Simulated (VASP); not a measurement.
Input of a VASP 6.6.1 run:

The input INCAR:

```
SYSTEM = BiSbS4
  PREC = Normal
  ENCUT = 520
  EDIFF = 1E-4
  ISMEAR = 0
  SIGMA = 0.15
  LREAL = .FALSE.
  LASPH = .TRUE.
  NELM = 60
  ALGO = Fast
  ISIF = 3
  LWAVE = .FALSE.
  LCHARG = .FALSE.
  GGA = PE
  IBRION = 2
  NSW = 24
  EDIFFG = -0.08
  KPAR = 2
```

The input KPOINTS:

```
regular mesh
0
G
  3 3 3
  0 0 0
```

Contents of POSCAR:

```
BiSbS4
1.0
    0.0000000000      4.2085904200      4.2085904200
    4.2085904200      0.0000000000      4.2085904200
    4.2085904200      4.2085904200      0.0000000000
Sb Bi S
1 1 4
Direct
    0.7500000000      0.7500000000      0.7500000000
    0.5000000000      0.5000000000      0.5000000000
    0.0754779300      0.7735662100      0.0754779300
    0.0754779300      0.0754779300      0.0754779300
    0.7735662100      0.0754779300      0.0754779300
    0.0754779300      0.0754779300      0.7735662100
```

Potentials or basis: VASP PAW PBE potentials, release 64 (Sb, Bi_d, S).

The run is started by

```bash
$ cat potpaw_PBE.64/Sb/POTCAR potpaw_PBE.64/Bi_d/POTCAR potpaw_PBE.64/S/POTCAR > POTCAR
$ mpirun -np 2 vasp_std > vasp.out
```

(1) Predict the band gap on the k mesh.

(2) What does it give for the relaxed cell?

(3) Predict the relaxed volume.

Answers

(1) none (metal or under the smearing width).

(2) a = 5.502 Å, b = 5.502 Å, c = 5.502 Å, α = 60.00°, β = 60.00°, γ = 60.00°.

(3) 19.63 Å³/atom.

Caveat: the k mesh is coarse (spacing up to 0.43 Å⁻¹), so the values aren't converged; the volume moved by over 15 % at a fixed basis, so the end points are rough; spin-orbit coupling is left out, which moves the levels of the heavy elements.
